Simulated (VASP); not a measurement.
All values below come from r2SCAN meta-GGA, VASP's PBE PAW potentials (set 64) (plane waves; VASP 6.6.1).

VASP input:

File KPOINTS:
```
Automatic mesh
0
Gamma
11 11 1
0 0 0
```

File POSCAR:
```
Ag(111) slab
1.0
  2.9039116351   0.0000000000   0.0000000000
 -1.4519553155   2.5148607529   0.0000000000
  0.0000000000   0.0000000000  24.5455678169
Ag
4
Cartesian
  0.0000000000   0.0000000000   8.7162293141
  1.4519574369   0.8382860793  11.0872575285
 -0.0000011173   1.6765746736  13.4583102884
  0.0000000000   0.0000000000  15.8293385028
```

### INCAR
```
SYSTEM = Ag(111) slab
PREC = Normal
ENCUT = 400
EDIFF = 1E-5
NELM = 100
ALGO = Normal
LREAL = .FALSE.
LASPH = .TRUE.
ISMEAR = 1
SIGMA = 0.1
METAGGA = R2SCAN
LMIXTAU = .TRUE.
LMAXMIX = 4
LWAVE = .TRUE.
LCHARG = .FALSE.
NELMIN = 4
LDIPOL = .TRUE.
IDIPOL = 3
DIPOL = 0.5 0.5 0.5
IBRION = 2
ISIF = 2
NSW = 50
EDIFFG = -0.03
```

POTCAR, in this order: Ag (PBE.64 set). Program: vasp_std.

Output

### OSZICAR
```
...
DAV:  31    -0.846204412218E+02    0.41803E-03   -0.17828E-05   604   0.345E-02    0.392E-01
DAV:  32    -0.846196568736E+02    0.78435E-03   -0.14892E-04   832   0.104E-01    0.361E-01
DAV:  33    -0.846182679932E+02    0.13889E-02   -0.13207E-04   840   0.973E-02    0.405E-01
DAV:  34    -0.846166298827E+02    0.16381E-02   -0.57914E-05   808   0.603E-02    0.439E-01
DAV:  35    -0.846184150699E+02   -0.17852E-02   -0.31672E-04   832   0.159E-01    0.456E-01
DAV:  36    -0.846185704097E+02   -0.15534E-03   -0.11051E-03   832   0.298E-01    0.473E-01
DAV:  37    -0.846181516751E+02    0.41873E-03   -0.19139E-05   676   0.349E-02    0.477E-01
DAV:  38    -0.846184498815E+02   -0.29821E-03   -0.24315E-06   458   0.116E-02    0.479E-01
DAV:  39    -0.846178272547E+02    0.62263E-03   -0.57252E-05   824   0.705E-02    0.481E-01
DAV:  40    -0.846174772003E+02    0.35005E-03   -0.11069E-05   566   0.305E-02    0.479E-01
DAV:  41    -0.846179356547E+02   -0.45845E-03   -0.27481E-04   832   0.151E-01    0.480E-01
DAV:  42    -0.846168578379E+02    0.10778E-02   -0.40247E-04   832   0.180E-01    0.480E-01
DAV:  43    -0.846099855631E+02    0.68723E-02   -0.90538E-04   834   0.253E-01    0.422E-01
DAV:  44    -0.846142952804E+02   -0.43097E-02   -0.23973E-03   832   0.444E-01    0.419E-01
DAV:  45    -0.846141291740E+02    0.16611E-03   -0.39344E-05   724   0.518E-02    0.418E-01
DAV:  46    -0.846138584837E+02    0.27069E-03   -0.26676E-04   832   0.154E-01    0.408E-01
DAV:  47    -0.846137163557E+02    0.14213E-03   -0.30052E-06   532   0.122E-02    0.406E-01
DAV:  48    -0.846121666783E+02    0.15497E-02   -0.86956E-05   840   0.713E-02    0.436E-01
DAV:  49    -0.846123156184E+02   -0.14894E-03   -0.53970E-05   824   0.673E-02    0.439E-01
DAV:  50    -0.846126222234E+02   -0.30660E-03   -0.36812E-05   730   0.488E-02    0.445E-01
DAV:  51    -0.846128377251E+02   -0.21550E-03   -0.49569E-03   832   0.605E-01    0.414E-01
DAV:  52    -0.846151266531E+02   -0.22889E-02   -0.48883E-04   836   0.188E-01    0.359E-01
DAV:  53    -0.846152215544E+02   -0.94901E-04   -0.14531E-03   832   0.350E-01    0.265E-01
DAV:  54    -0.846144147570E+02    0.80680E-03   -0.13391E-04   832   0.115E-01    0.205E-01
DAV:  55    -0.846129587969E+02    0.14560E-02   -0.49311E-04   832   0.206E-01    0.165E-01
DAV:  56    -0.846146190497E+02   -0.16603E-02   -0.19684E-03   832   0.381E-01    0.749E-02
DAV:  57    -0.846143601035E+02    0.25895E-03   -0.86927E-04   832   0.262E-01    0.908E-02
DAV:  58    -0.846123424396E+02    0.20177E-02   -0.42721E-04   832   0.185E-01    0.887E-02
DAV:  59    -0.846136790132E+02   -0.13366E-02   -0.13925E-03   832   0.333E-01    0.884E-02
DAV:  60    -0.846138021338E+02   -0.12312E-03   -0.19205E-05   636   0.355E-02    0.878E-02
DAV:  61    -0.846049508711E+02    0.88513E-02   -0.13365E-02   832   0.949E-01    0.377E-02
DAV:  62    -0.846045979436E+02    0.35293E-03   -0.17953E-04   884   0.879E-02    0.448E-02
DAV:  63    -0.846053998590E+02   -0.80192E-03   -0.22524E-05   590   0.410E-02    0.403E-02
DAV:  64    -0.846086956883E+02   -0.32958E-02   -0.84355E-04   832   0.241E-01    0.348E-02
DAV:  65    -0.846121980074E+02   -0.35023E-02   -0.96416E-04   836   0.266E-01    0.331E-02
DAV:  66    -0.846170642525E+02   -0.48662E-02   -0.13639E-03   834   0.312E-01    0.194E-02
DAV:  67    -0.846207695600E+02   -0.37053E-02   -0.25639E-03   836   0.447E-01    0.133E-02
DAV:  68    -0.846211249199E+02   -0.35536E-03   -0.89852E-04   834   0.275E-01    0.118E-02
DAV:  69    -0.846209601846E+02    0.16474E-03   -0.81127E-06   634   0.225E-02    0.116E-02
DAV:  70    -0.846209460695E+02    0.14115E-04   -0.65657E-07   456   0.635E-03    0.116E-02
DAV:  71    -0.846211167434E+02   -0.17067E-03   -0.32254E-04   832   0.171E-01    0.124E-02
DAV:  72    -0.846209314728E+02    0.18527E-03   -0.58425E-04   832   0.231E-01    0.119E-02
DAV:  73    -0.846209781818E+02   -0.46709E-04   -0.56691E-05   810   0.723E-02    0.142E-02
DAV:  74    -0.846209110804E+02    0.67101E-04   -0.73470E-05   832   0.824E-02    0.137E-02
DAV:  75    -0.846210403701E+02   -0.12929E-03   -0.45577E-06   562   0.223E-02    0.128E-02
DAV:  76    -0.846206634688E+02    0.37690E-03   -0.21409E-04   832   0.138E-01    0.105E-02
DAV:  77    -0.846211665622E+02   -0.50309E-03   -0.19105E-05   592   0.443E-02    0.921E-03
DAV:  78    -0.846211448705E+02    0.21692E-04   -0.10103E-04   832   0.975E-02    0.893E-03
DAV:  79    -0.846217399587E+02   -0.59509E-03   -0.70049E-04   832   0.263E-01    0.104E-02
DAV:  80    -0.846217970680E+02   -0.57109E-04   -0.35211E-06   590   0.170E-02    0.101E-02
DAV:  81    -0.846217402531E+02    0.56815E-04   -0.22853E-05   600   0.475E-02    0.915E-03
DAV:  82    -0.846222042668E+02   -0.46401E-03   -0.39953E-04   832   0.195E-01    0.967E-03
DAV:  83    -0.846222171872E+02   -0.12920E-04   -0.75232E-06   572   0.268E-02    0.986E-03
DAV:  84    -0.846221964796E+02    0.20708E-04   -0.71409E-07   446   0.102E-02    0.992E-03
DAV:  85    -0.846226562072E+02   -0.45973E-03   -0.25593E-04   832   0.177E-01    0.979E-03
DAV:  86    -0.846230045343E+02   -0.34833E-03   -0.12240E-04   832   0.119E-01    0.108E-02
DAV:  87    -0.846230412021E+02   -0.36668E-04   -0.23024E-06   586   0.178E-02    0.104E-02
DAV:  88    -0.846230476390E+02   -0.64369E-05   -0.14425E-05   576   0.447E-02
   1 F= -.84623048E+02 E0= -.84622874E+02  d E =-.846230E+02
       N       E                     dE             d eps       ncg     rms          rms(c)
DAV:   1    -0.846232286809E+02   -0.18748E-03   -0.14598E-01   832   0.218E+00    0.366E-02
DAV:   2    -0.846239512297E+02   -0.72255E-03   -0.23513E-03   840   0.385E-01    0.246E-02
DAV:   3    -0.846244838915E+02   -0.53266E-03   -0.47447E-04   832   0.148E-01    0.132E-02
DAV:   4    -0.846245483073E+02   -0.64416E-04   -0.17192E-04   832   0.988E-02    0.966E-03
DAV:   5    -0.846242508887E+02    0.29742E-03   -0.18013E-04   832   0.108E-01    0.534E-03
DAV:   6    -0.846243191845E+02   -0.68296E-04   -0.61609E-05   744   0.761E-02    0.227E-03
DAV:   7    -0.846243565480E+02   -0.37363E-04   -0.71201E-06   576   0.278E-02    0.235E-03
DAV:   8    -0.846245615286E+02   -0.20498E-03   -0.25187E-05   616   0.592E-02    0.164E-03
DAV:   9    -0.846245676505E+02   -0.61220E-05   -0.13177E-05   576   0.429E-02
   2 F= -.84624568E+02 E0= -.84624347E+02  d E =-.152001E-02
       N       E                     dE             d eps       ncg     rms          rms(c)
DAV:   1    -0.846217255602E+02    0.28360E-02   -0.10105E+00   832   0.568E+00    0.856E-02
DAV:   2    -0.846212480627E+02    0.47750E-03   -0.10521E-02   850   0.811E-01    0.504E-02
DAV:   3    -0.846245022014E+02   -0.32541E-02   -0.24811E-03   832   0.321E-01    0.266E-02
DAV:   4    -0.846242599028E+02    0.24230E-03   -0.63393E-04   832   0.147E-01    0.235E-02
DAV:   5    -0.846247582868E+02   -0.49838E-03   -0.38930E-04   832   0.117E-01    0.741E-03
DAV:   6    -0.846248998680E+02   -0.14158E-03   -0.49057E-05   746   0.567E-02    0.500E-03
DAV:   7    -0.846249254934E+02   -0.25625E-04   -0.60728E-06   570   0.223E-02    0.367E-03
DAV:   8    -0.846249642393E+02   -0.38746E-04   -0.11168E-05   576   0.313E-02    0.166E-03
DAV:   9    -0.846249875616E+02   -0.23322E-04   -0.49791E-06   570   0.232E-02    0.200E-03
DAV:  10    -0.846249799929E+02    0.75687E-05   -0.21296E-06   552   0.145E-02
   3 F= -.84624980E+02 E0= -.84624722E+02  d E =-.193235E-02
       N       E                     dE             d eps       ncg     rms          rms(c)
DAV:   1    -0.846246452249E+02    0.34234E-03   -0.19341E-01   832   0.253E+00    0.348E-02
DAV:   2    -0.846241860395E+02    0.45919E-03   -0.19950E-03   848   0.354E-01    0.216E-02
DAV:   3    -0.846249274643E+02   -0.74142E-03   -0.38514E-04   840   0.129E-01    0.131E-02
DAV:   4    -0.846249485183E+02   -0.21054E-04   -0.33671E-05   608   0.469E-02    0.982E-03
DAV:   5    -0.846251273567E+02   -0.17884E-03   -0.10568E-04   832   0.724E-02    0.671E-03
DAV:   6    -0.846251362767E+02   -0.89200E-05   -0.25454E-05   576   0.376E-02
   4 F= -.84625136E+02 E0= -.84624877E+02  d E =-.156284E-03
```

**OUTCAR**
```
------------------------ aborting loop because EDIFF is reached ----------------------------------------
  FORCE on cell =-STRESS in cart. coord.  units (eV):
  Direction    XX          YY          ZZ          XY          YZ          ZX
  --------------------------------------------------------------------------------------
  Total       -1.2475288     -1.2475283     -0.3433787     -0.0000002      0.0000000      0.0000000
  in kB      -11.1504078    -11.1504034     -3.0691172     -0.0000022      0.0000000      0.0000000
  external PRESSURE =      -8.4566428 kB  Pullay stress =       0.0000000 kB
  volume of cell :      179.25
      direct lattice vectors                 reciprocal lattice vectors
     2.903911635  0.000000000  0.000000000     0.344363096  0.198818096  0.000000000
    -1.451955316  2.514860753  0.000000000     0.000000000  0.397636330  0.000000000
     0.000000000  0.000000000 24.545567817     0.000000000  0.000000000  0.040740553
 POSITION                                       TOTAL-FORCE (eV/Angst)
 -----------------------------------------------------------------------------------
     -1.45196      2.51486      8.73003        -0.000000     -0.000000      0.011928
      1.45196      0.83829     11.08632         0.000000     -0.000000      0.027387
     -0.00000      1.67657     13.45925         0.000000      0.000000     -0.027387
      0.00000      0.00000     15.81554        -0.000000      0.000000     -0.011928
 -----------------------------------------------------------------------------------
    total drift:                                0.000000      0.000000      0.000000
  FREE ENERGIE OF THE ION-ELECTRON SYSTEM (eV)
  ---------------------------------------------------
  free  energy   TOTEN  =       -84.6251362767 eV

  energy  without entropy=      -84.6243579321  energy(sigma->0) =      -84.62487683

 reached required accuracy - stopping structural energy minimisation
```
(Selected blocks of OUTCAR.)

File CONTCAR:
```
Ag(111) slab
   1.00000000000000
     2.9039116351000001    0.0000000000000000    0.0000000000000000
    -1.4519553155000000    2.5148607529000002    0.0000000000000000
     0.0000000000000000    0.0000000000000000   24.5455678169000002
  Ag
     4
Direct
     0.0000000000000000    1.0000000000000000    0.3556662068989472
     0.6666669999999968    0.3333330000000032    0.4516626566871352
     0.3333330000000032    0.6666669999999968    0.5483373433128649
     0.0000000000000000    0.0000000000000000    0.6443337931010528
```

OUTCAR:
```
 val. band max:        0.3671575105   @ k =   0.0909   0.0909   0.0000

 cond. band min:       0.5931292385   @ k =   0.3636   0.0000   0.0000


 Fermi energy:         0.3879948446

 k-point     1 :       0.0000    0.0000    0.0000
  band No.  band energies     occupation
      1      -7.0175      2.00000
      2      -6.2025      2.00000
      3      -5.9229      2.00000
      4      -5.7787      2.00000
      5      -4.6170      2.00000
      6      -4.6145      2.00000
      7      -4.6145      2.00000
      8      -4.5665      2.00000
      9      -4.5665      2.00000
     10      -4.3514      2.00000
     11      -4.2438      2.00000
     12      -4.2438      2.00000
     13      -4.1829      2.00000
     14      -4.1829      2.00000
     15      -3.6005      2.00000
     16      -3.6005      2.00000
     17      -3.4256      2.00000
     18      -3.4255      2.00000
     19      -3.0367      2.00000
     20      -3.0366      2.00000
     21      -2.9699      2.00000
     22      -2.8413      2.00000
     23      -2.8413      2.00000
     24      -0.4776      2.00000
     25       0.8226     -0.00000
     26       4.7076      0.00000

 k-point     2 :       0.0909   -0.0000    0.0000
  band No.  band energies     occupation
      1      -6.7908      2.00000
      2      -6.0263      2.00000
      3      -5.7457      2.00000
      4      -5.6200      2.00000
      5      -4.7281      2.00000
      6      -4.6829      2.00000
      7      -4.6100      2.00000
      8      -4.5000      2.00000
      9      -4.4772      2.00000
     10      -4.3566      2.00000
     11      -4.2800      2.00000
     12      -4.2286      2.00000
     13      -4.1531      2.00000
     14      -4.0774      2.00000
     15      -3.7865      2.00000
     16      -3.6408      2.00000
     17      -3.6014      2.00000
     18      -3.4184      2.00000
     19      -3.1974      2.00000
     20      -3.1257      2.00000
     21      -3.0397      2.00000
     22      -2.8354      2.00000
...
```

The cell is a thin slab with vacuum, built from Ag (fcc): (111) face.
